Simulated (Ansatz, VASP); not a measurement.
**Cross-check of Na2LiBrCl2 between VASP and Ansatz**

Wanted: the spread between two codes on one cell, functional and k mesh. The cell is generated by rule, not measured, and may not be a known phase. The cell is taken from a series of runs on this material, whose earlier steps may have relaxed, scaled, displaced or heated it; both programs get it as it stands.

Main program and level: Ansatz 0.2.0; plane waves, with VASP 6.6.1 beside it; relaxation of cell and atoms at PBEsol.

The structure was built from a prototype and need not be the compound's stable phase.

### 1. Set-up

Symmetry: I4/mmm, No. 139, tetragonal system. The conventional cell has a = 3.919 Å, b = 3.919 Å, c = 16.688 Å, α = 90.00°, β = 90.00°, γ = 90.00°. Nearest to Br lie 4 Li at 2.77 Å and 2 Na at 2.84 Å. Nearest to Cl lie 1 Li at 2.70 Å and 5 Na at 2.77 to 2.79 Å. Nearest to Li lie 2 Cl at 2.70 Å and 4 Br at 2.77 Å. Nearest to Na lie 5 Cl at 2.77 to 2.79 Å and 1 Br at 2.84 Å. Farther neighbours and most contacts between anions are not listed.

### 2. Ansatz: relaxation of cell and atoms, PBEsol

Ansatz runs on its default PAW (the set named soft_2) files.

The relaxed volume is the usual yardstick between codes: in a stiff, nearly cubic crystal its relative difference is about their pressure difference at one cell divided by the bulk modulus.

input.yaml reads:

```yaml
crystal:
  lattice:
    - [2.7709679373, 2.7709679373, 0.0]
    - [-2.7709679373, 2.7709679373, 0.0]
    - [2.7709679373, 0.0, 8.3438277257]
  atoms:
    - { symbol: Br, position: [0.1666666667, 0.8333333333, 0.6666666667] }
    - { symbol: Cl, position: [0.5045802967, 0.4954197033, -0.0091605934] }
    - { symbol: Cl, position: [0.8287530366, 0.1712469634, 0.3424939268] }
    - { symbol: Li, position: [0.6666666667, 0.3333333333, 0.6666666667] }
    - { symbol: Na, position: [-0.0038029242, 0.0038029242, 0.0076058484] }
    - { symbol: Na, position: [0.3371362575, 0.6628637425, 0.325727485] }
kpoints:
  mp_grid: { grid: [8, 8, 8] }
hamiltonian:
  xc: pbesol
scf:
  occupations: { method: fixed }
output:
  forces: true
  stress: true
  eigenvalues: true
relax:
  adjacent_minimum: "off"
  f_tol: 0.001
  max_steps: 60
  cell: { stress_tol: 0.01 }
```

Run with:

```bash
ansatz run input.yaml --threads 4 --pin off --max-ram 14336MiB --backend cpu --events-out ev --progress --plain --runs-dir out
```

Numbers of over 12 decimals in the logs are rounded to 6 here.

What it wrote:

```text
Engine: ansatz 0.2.0, aarch64-unknown-linux-gnu
Pseudopotentials: kind: paw
Pseudopotential: Br, paw, valence charge 7, recommended cutoff 420 eV (normal), Br.paw.azcp
Pseudopotential: Cl, paw, valence charge 7, recommended cutoff 420 eV (normal), Cl.paw.azcp
Pseudopotential: Li, paw, valence charge 3, recommended cutoff 420 eV (normal), Li.paw.azcp
Pseudopotential: Na, paw, valence charge 9, recommended cutoff 420 eV (normal), Na.paw.azcp
Functional definition: PBEsol
  exchange = pbesol_x
  correlation = pbesol_c
Crystal: 6 atoms, lattice volume = 128.132 Å³
Basis set: ecut = 420 eV, 2543 PW (Γ), exchange–correlation on 54×54×120 points (8 copies of the dense FFT grid, shifted against one another)
Bands: 27, of which v1, the nominal top of the filled ones, is band 21 counted from 1 (20 counted from 0)
Symmetry: 16 space group operations
Space group: I4/mmm (ITA 139), of the structure as read, at distance tolerance 5.0e-5 Å
k-points: 59 of 512
Non-local potential: Br, projectors of the file, l = 0: 2, l = 1: 2, l = 2: 2
Non-local potential: Cl, projectors of the file, l = 0: 2, l = 1: 2, l = 2: 2
Non-local potential: Li, projectors of the file, l = 0: 3, l = 1: 2, l = 2: 1
Non-local potential: Na, projectors of the file, l = 0: 3, l = 1: 2, l = 2: 1
PAW form: soft (Blöchl's): semilocal exchange-correlation on the pseudo side does not see the compensation charge
PAW frozen core: Br, regenerated for the run's functional, and the local potential with it (the file was generated under x = pbe(κ = 0.804, μ = 0.219515), c = pbe(β = 0.066725))
PAW frozen core: Cl, regenerated for the run's functional, and the local potential with it (the file was generated under x = pbe(κ = 0.804, μ = 0.219515), c = pbe(β = 0.066725))
PAW frozen core: Na, regenerated for the run's functional, and the local potential with it (the file was generated under x = pbe(κ = 0.804, μ = 0.219515), c = pbe(β = 0.066725))
PAW one-centre angular grid: Br, 110 points (default); XC on 64 Gauss nodes
PAW one-centre angular grid: Cl, 110 points (default); XC on 64 Gauss nodes
PAW one-centre angular grid: Li, 110 points (default); XC on 64 Gauss nodes
PAW one-centre angular grid: Na, 110 points (default); XC on 64 Gauss nodes
Initial density: superposition of atomic densities (neutral atoms: chi_scale 0, normalization atom), corrected by the library's trained network
Initial wavefunctions: pseudopotential atomic-orbital guess
Functional: x = pbesol(κ = 0.804, μ = 0.123457), c = pbesol(β = 0.046)
SCF iter   1: F=—  HF=-8023.092177 eV  |F-HF|=—  |Δ(HF+E_count)|=         —  Δρ=3.57e-3  dr2=2.33e-2  ethr=1.77e-3  ⟨swp⟩=5.5  Hψ=5930  notcnv=0  defer=224
preconditioner: auto → Resta (q_TF=auto, 2.265 Å⁻¹)  ε∞=2.8  [insulator: Δε(μ)=4.753 eV  Ē_g=12.002 eV  n_scr=22 (ndim 8)  ℏωp=16.1 eV  f_vac=0.003  ε∞_Penn≈2.8]
SCF iter   2: F=—  HF=-8023.084559 eV  |F-HF|=—  |Δ(HF+E_count)|=   7.62e-3  Δρ=1.23e-3  dr2=2.90e-3  ethr=5.54e-5  ⟨swp⟩=2.4  Hψ=2871  notcnv=0  defer=236
SCF iter   3: F=—  HF=-8023.083966 eV  |F-HF|=—  |Δ(HF+E_count)|=   5.92e-4  Δρ=3.92e-4  dr2=2.08e-4  ethr=6.91e-6  ⟨swp⟩=2.0  Hψ=2158  notcnv=0  defer=236
SCF iter   4: F=—  HF=-8023.084019 eV  |F-HF|=—  |Δ(HF+E_count)|=   5.33e-5  Δρ=6.41e-5  dr2=5.61e-6  ethr=4.95e-7  ⟨swp⟩=2.0  Hψ=2048  notcnv=0  defer=236
SCF iter   5: F=—  HF=-8023.084132 eV  |F-HF|=—  |Δ(HF+E_count)|=   1.12e-4  Δρ=1.69e-5  dr2=2.59e-7  ethr=1.33e-8  ⟨swp⟩=2.0  Hψ=2638  notcnv=0  defer=143
SCF iter   6: F=-8023.084132 eV  HF=-8023.084132 eV  |F-HF|=1.92e-9  |Δ(HF+E_count)|=   3.43e-7  Δρ=4.00e-6  dr2=1.35e-8  ethr=2.38e-10  ⟨swp⟩=12.0  Hψ=9253  notcnv=0
SCF 1 converged in 6 iterations: F = -8023.084132 eV  dr2 = 1.35e-8
  greatest PAW one-centre occupation: 0.999 electrons in one spin orbital (limit 2), on the Na atom at site 5 (counted from 0), in its partial waves of l = 0
relax step   1: F+E_penalty+E_count = -8023.08413203 eV  Δ(F+E_penalty+E_count) = +0.000e0 eV  max|allowed force component| = 7.625e-4 eV/Å  Δτ_max = 0.0000 Å  P = -0.021 GPa  Ω = 128.132 Å³  (6 SCF iters, dr2 threshold 1.00e-7 eV, accepted)
[...]
relax step   2: F+E_penalty+E_count = -8023.08417112 eV  Δ(F+E_penalty+E_count) = -3.908e-5 eV  max|allowed force component| = 9.511e-4 eV/Å  Δτ_max = 0.0005 Å  P = -0.005 GPa  Ω = 128.053 Å³  energy of the carried Pulay correction = +2.775e-6 eV  (4 SCF iters, dr2 threshold 5.87e-9 eV, accepted)
[...]
relax step   3: F+E_penalty+E_count = -8023.08418762 eV  Δ(F+E_penalty+E_count) = -1.650e-5 eV  max|allowed force component| = 7.497e-4 eV/Å  Δτ_max = 0.0011 Å  P = +0.002 GPa  Ω = 128.030 Å³  energy of the carried Pulay correction = +3.529e-6 eV  (5 SCF iters, dr2 threshold 1.53e-9 eV, accepted)
[...]
relax step   4: F+E_penalty+E_count = -8023.08418317 eV  Δ(F+E_penalty+E_count) = +4.452e-6 eV  max|allowed force component| = 7.480e-4 eV/Å  Δτ_max = 0.0000 Å  P = +0.002 GPa  Ω = 128.030 Å³  stress off target by 2.25e-3 GPa  SCF on the basis re-selected at this cell (its energy is not comparable with the rows above)  (6 SCF iters)
basis re-selected at this cell: Δ(F+E_penalty+E_count) = +4.452e-6 eV, ΔP = +0.000 GPa vs the last step (what re-selecting the basis moved, of the pressure what is left beyond the Pulay correction that the steps carried, after the strain that the cell walked since its last selection, with what the two solves' SCF thresholds leave and, on support functions, any second-order correction that the steps lacked; it is no m [...]
SCF converged after 6 iterations
Free energy (F): -8023.084183 eV
Harris-Foulkes:  -8023.084183 eV  (|F-HF|=0.00e0)
Internal energy: -8023.084183 eV  (E = F + TS)
E sigma→0 (E₀):  -8023.084183 eV
Fermi energy:    1.793154 eV
--- Per-component energies (eV) ---
  E_band       = -560.678884
  E_kinetic    = 720.970281
  E_local      = -3525.984764  (includes V_loc(G=0)·N_el)
  E_nonlocal   = 327.201849
  E_hartree    = 1237.730315
  E_xc         = -562.941495
  E_vxc        = -462.353811  (∫ρ·V_xc dr)
  E_paw        = -4013.010925  (= ΣΔE_a)
  E_vpaw       = -95.973242  (= ΣTr[D̂ρ^β])
  E_aug_tail   = 0.000176  (compensation charges beyond the density's cutoff)
  E_ewald      = -2207.408142
  E_core_change = 0.358522  (= ΣΔE_core)
  E_smearing   = -0.000000  (= −TS)
  E_closure    = -0.000000  (closes the sum)
  Σ components = -8023.084183   (vs F -8023.084183, Δ=0.00e0)
--- Forces (eV/Å), atoms counted from 1 ---
  atom   1  Br    -0.00000000     0.00000000    -0.00000000
  atom   2  Cl     0.00000000     0.00000000    -0.00074798
  atom   3  Cl    -0.00000000     0.00000000     0.00074798
  atom   4  Li    -0.00000000     0.00000000     0.00000000
  atom   5  Na    -0.00000000     0.00000000     0.00066383
  atom   6  Na    -0.00000000     0.00000000    -0.00066383
  max |Σ_I F_I| component: 1.69e-21 eV/Å
--- Stress (GPa, compression-positive) ---
        0.001731      -0.000000      -0.000000
        0.000000       0.001731       0.000000
       -0.000000       0.000000       0.002251
  P = ⅓ Tr σ = 0.0019 GPa (0.019 kbar)
--- Band table (eV; the first three rows and the last of 59) ---
  k-point 0: bands = [... 17 lower, 0.9001, 1.5872, 1.6780, 1.6780, 6.4828, 8.8031, 9.1650, 9.5538, ... 2 higher]
  k-point 1: bands = [... 17 lower, 0.9444, 1.5269, 1.6690, 1.6690, 6.5733, 8.7435, 9.0648, 9.3616, ... 2 higher]
  k-point 2: bands = [... 17 lower, 1.0110, 1.3633, 1.6459, 1.6459, 6.8285, 8.5713, 8.8056, 9.2092, ... 2 higher]
  k-point 58: bands = [... 17 lower, 0.4937, 0.6201, 0.6201, 1.0848, 8.6856, 8.9600, 9.3104, 9.3104, ... 2 higher]
--- Relaxed structure (3 steps of the walk, 3 accepted, 1 SCFs on fresh bases) ---
  F+E_penalty+E_count = -8023.08418317 eV   max|allowed force component| = 7.480e-4 eV/Å   (the final SCF, on the basis selected at the relaxed cell)
  cell:  # Å, volume = 128.0296 Å³
    - [2.768260, 2.768260, 0.0]
    - [-2.768260, 2.768260, 0.0]
    - [2.768260, 0, 8.353466]
  atoms:
    - { symbol: Br, position: [0.166667, 0.833333, 0.666667] }
    - { symbol: Cl, position: [0.504512, 0.495488, -0.00902316] }
    - { symbol: Cl, position: [0.828822, 0.171178, 0.342356] }
    - { symbol: Li, position: [0.666667, 0.333333, 0.666667] }
    - { symbol: Na, position: [-0.00378745, 0.00378745, 0.0075749] }
    - { symbol: Na, position: [0.337121, 0.662879, 0.325758] }
```

Reading the cycles: dr2 is the Hartree energy of the density residual (eV), the measure of convergence; HF is the Harris–Foulkes estimate of the energy, which meets the free energy F at convergence.

### 3. VASP: relaxation of cell and atoms, PBEsol

The same cell, functional and mesh now go to VASP, with its own data sets.

Lines of VASP's logs that name or quote its potential files are left out, and so is its time.

INCAR reads:

```
SYSTEM = Na2LiBrCl2
PREC = Accurate
ENCUT = 750
EDIFF = 1E-07
NELM = 120
ISMEAR = 0
SIGMA = 0.01
LREAL = .FALSE.
ALGO = Normal
GGA = PS
NBANDS = 25
LORBIT = 11
LWAVE = .FALSE.
LCHARG = .FALSE.
ISIF = 3
IBRION = 2
NSW = 80
EDIFFG = -0.005
LASPH = .TRUE.
GGA_COMPAT = .FALSE.
NELMIN = 4
EFERMI = MIDGAP
KPAR = 2
```

POSCAR reads:

```
Na2LiBrCl2
1.0
    2.7709680000      2.7709680000      0.0000000000
   -2.7709680000      2.7709680000      0.0000000000
    2.7709680000      0.0000000000      8.3438280000
Br Cl Li Na
1 2 1 2
Direct
    0.1666666667      0.8333333333      0.6666666667
    0.5045802718      0.4954197282      0.9908394564
    0.8287530615      0.1712469385      0.3424938769
    0.6666666667      0.3333333333      0.6666666667
    0.9961970693      0.0038029307      0.0076058615
    0.3371362641      0.6628637359      0.3257274719
```

KPOINTS reads:

```
Automatic mesh
0
Gamma
8 8 8
0 0 0
```

The projector-augmented-wave data sets are Br, Cl, Li_sv and Na_pv (PBE family, release 64).

Run with:

```bash
mpirun -np 2 vasp_std
```

What it wrote:

```text
[banner, memory and clock lines left out]
running    2 mpi-ranks, on    1 nodes
 distrk:  each k-point on    1 cores,    2 groups
 distr:  one band on    1 cores,    1 groups

 POSCAR found type information on POSCAR BrClLiNa
 POSCAR found :  4 types and       6 ions
|                                                                             |
|               ----> ADVICE to this user running VASP <----                  |
|                                                                             |
|     You enforced a specific xc type in the INCAR file but a different       |
|     [... a line on the potential file left out ...]
|     I HOPE YOU KNOW WHAT YOU ARE DOING!                                     |
|                                                                             |

 LDA part: xc-table for (Slater+PW92), standard interpolation
 POSCAR, INCAR and KPOINTS ok, starting setup
 FFT: planning ... GRIDC
 FFT: planning ... GRID_SOFT
 FFT: planning ... GRID
 WAVECAR not read
 entering main loop
       N       E                     dE             d eps       ncg     rms          rms(c)
DAV:   1     0.413999784831E+03    0.41400E+03   -0.21357E+04  2950   0.201E+03
DAV:   2     0.362338105870E+02   -0.37777E+03   -0.36577E+03  3169   0.454E+02
DAV:   3    -0.172993745168E+02   -0.53533E+02   -0.53256E+02  3618   0.156E+02
DAV:   4    -0.209533684840E+02   -0.36540E+01   -0.36353E+01  5001   0.355E+01
DAV:   5    -0.212005277110E+02   -0.24716E+00   -0.24684E+00  4455   0.666E+00    0.341E+00
DAV:   6    -0.208730546300E+02    0.32747E+00   -0.75771E-01  4665   0.518E+00    0.229E+00
DAV:   7    -0.208491372237E+02    0.23917E-01   -0.20572E-01  4510   0.247E+00    0.140E+00
DAV:   8    -0.208566558718E+02   -0.75186E-02   -0.25138E-02  4130   0.120E+00    0.294E-01
DAV:   9    -0.208564453627E+02    0.21051E-03   -0.23309E-03  4137   0.314E-01    0.116E-01
DAV:  10    -0.208566647826E+02   -0.21942E-03   -0.70373E-04  3778   0.141E-01    0.379E-02
DAV:  11    -0.208567060697E+02   -0.41287E-04   -0.86640E-05  4319   0.699E-02    0.377E-02
DAV:  12    -0.208566933426E+02    0.12727E-04   -0.50559E-05  4012   0.369E-02    0.759E-03
DAV:  13    -0.208566935224E+02   -0.17977E-06   -0.11368E-05  3993   0.172E-02    0.399E-03
DAV:  14    -0.208566933825E+02    0.13992E-06   -0.18809E-06  4073   0.808E-03    0.513E-03
DAV:  15    -0.208566934019E+02   -0.19384E-07   -0.83915E-07  3625   0.514E-03
   1 F= -.20856693E+02 E0= -.20856693E+02  d E =-.208567E+02
 curvature:   0.00 expect dE= 0.000E+00 dE for cont linesearch  0.000E+00
 trial: gam= 0.00000 g(F)=  0.136E-05 g(S)=  0.229E-04 ort = 0.000E+00 (trialstep = 0.100E+01)
 search vector abs. value=  0.242E-04
 bond charge predicted
       N       E                     dE             d eps       ncg     rms          rms(c)
DAV:   1    -0.208567408037E+02   -0.47421E-04   -0.20138E-03  3093   0.304E-01    0.323E-02
DAV:   2    -0.208567247185E+02    0.16085E-04   -0.46553E-05  3763   0.561E-02    0.194E-02
DAV:   3    -0.208567141621E+02    0.10556E-04   -0.13419E-05  3556   0.283E-02    0.316E-03
DAV:   4    -0.208567142834E+02   -0.12130E-06   -0.17963E-06  3873   0.969E-03    0.183E-03
DAV:   5    -0.208567142765E+02    0.68826E-08   -0.39678E-08  2208   0.163E-03
   2 F= -.20856714E+02 E0= -.20856714E+02  d E =-.208746E-04
 trial-energy change:   -0.000021  1 .order   -0.000021   -0.000024   -0.000017
 step:   3.5274(harm=  3.5274)  dis= 0.00053  next Energy=   -20.856736 (dE=-0.428E-04)
 bond charge predicted
       N       E                     dE             d eps       ncg     rms          rms(c)
DAV:   1    -0.208569059596E+02   -0.19168E-03   -0.12868E-02  3000   0.768E-01    0.817E-02
DAV:   2    -0.208568033389E+02    0.10262E-03   -0.30077E-04  3742   0.139E-01    0.490E-02
DAV:   3    -0.208567357508E+02    0.67588E-04   -0.85340E-05  3536   0.716E-02    0.808E-03
DAV:   4    -0.208567364072E+02   -0.65635E-06   -0.10880E-05  3854   0.236E-02    0.464E-03
DAV:   5    -0.208567363758E+02    0.31403E-07   -0.29626E-07  3208   0.415E-03
   3 F= -.20856736E+02 E0= -.20856736E+02  d E =-.429739E-04
 curvature:  -1.76 expect dE=-0.221E-06 dE for cont linesearch -0.953E-08
 trial: gam=-0.00976 g(F)=  0.102E-06 g(S)=  0.232E-07 ort = 0.362E-06 (trialstep = 0.151E+01)
 search vector abs. value=  0.121E-06
 reached required accuracy - stopping structural energy minimisation
```

(Part 1 of 2 ends here.)

[Lines on the potential files, build, host, timing and source positions are cut from VASP's logs without a mark.]

[Logs are printed without paths, hosts, clocks, repeated set-up lines and the standing remarks that a program may print on its own settings, such as how far it seeks lower states.]

[Hosts, paths, dates, database ids (printed as entryN), source tags and the programs' standing remarks are cut or masked in the printed files.]
